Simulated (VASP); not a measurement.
Here is the system:

```
InPd
1.0
    3.30426     0.00000     0.00000
    0.00000     3.27155     0.00000
    0.00000     0.00000     3.30426
In Pd
1 1
Direct
  0.50000   0.50000   0.50000
  0.00000   0.00000   0.00000
```

All values below come from r2SCAN meta-GGA, VASP's PBE PAW potentials (set 64) (plane waves; VASP). Settings: 480 eV cut-off, 10×10×10 Γ-centred mesh, first-order Methfessel-Paxton smearing of 0.10 eV, potentials In_d Pd.

### Question
Give the stress tensor in GPa (positive for a compressed cell).

### Answer

```
-2.15   0.00   0.00
 0.00  -2.37   0.00
 0.00   0.00  -2.15
```
The pressure is its mean diagonal, -2.22 GPa.

The compound is PdIn in the CsCl type structure. This cell was strained or had an atom moved on purpose. The electron count is odd and the run is not spin-polarised, which forces a metal.
